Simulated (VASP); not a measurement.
A run of VASP 6.6.1 is set up as follows.

Contents of INCAR:

```
PREC = Normal
ENCUT = 520
EDIFF = 1E-4
ISMEAR = 0
SIGMA = 0.15
LREAL = Auto
LASPH = True
NELM = 60
ALGO = Fast
ISIF = 3
LWAVE = False
LCHARG = False
GGA = PE
IBRION = 2
NSW = 24
EDIFFG = -0.08
```

File KPOINTS:

```
regular mesh
0
Gamma
  2 3 3
```

Contents of POSCAR:

```
AlB3P4
1.0
    6.8500000000      0.0000000000      0.0000000000
    0.0000000000      5.9300000000      0.0000000000
    0.0000000000      0.0000000000      5.5900000000
Al B P
2 6 8
Direct
    0.5000000000      0.1700000000      0.5000000000
    0.0000000000      0.8300000000      0.0000000000
    0.5000000000      0.8400000000      0.0000000000
    0.2500000000      0.3300000000      0.0000000000
    0.7500000000      0.3300000000      0.0000000000
    0.0000000000      0.1600000000      0.5000000000
    0.2500000000      0.6700000000      0.5000000000
    0.7500000000      0.6700000000      0.5000000000
    0.5000000000      0.1700000000      0.8900000000
    0.2550000000      0.3300000000      0.3700000000
    0.7450000000      0.3300000000      0.3700000000
    0.0000000000      0.1700000000      0.8750000000
    0.0000000000      0.8300000000      0.3900000000
    0.2450000000      0.6700000000      0.8700000000
    0.7550000000      0.6700000000      0.8700000000
    0.5000000000      0.8300000000      0.3750000000
```

Potentials or basis: VASP PAW PBE potentials, release 64 (Al, B, P).

Command:

```bash
$ cat potpaw_PBE.64/Al/POTCAR potpaw_PBE.64/B/POTCAR potpaw_PBE.64/P/POTCAR > POTCAR
$ mpirun -np 4 vasp_std > vasp.out
```

Q: Predict the relaxed cell.

A: a = 6.791 Å, b = 5.829 Å, c = 5.578 Å, α = 90.00°, β = 90.00°, γ = 90.00°.

Q: Predict the band gap on the k mesh.

A: 0.74 eV, direct.

Stress tensor (GPa, compression positive):
```
-0.22  0.00  0.00
 0.00  0.16  0.00
 0.00  0.00  0.07
```

Caveat: the k mesh is coarse (spacing up to 0.46 Å⁻¹), so the values aren't converged; an odd mesh through Γ misses points on the zone boundary, where band edges often lie. A hybrid or GW would open this gap; PBE tends to underestimate it.
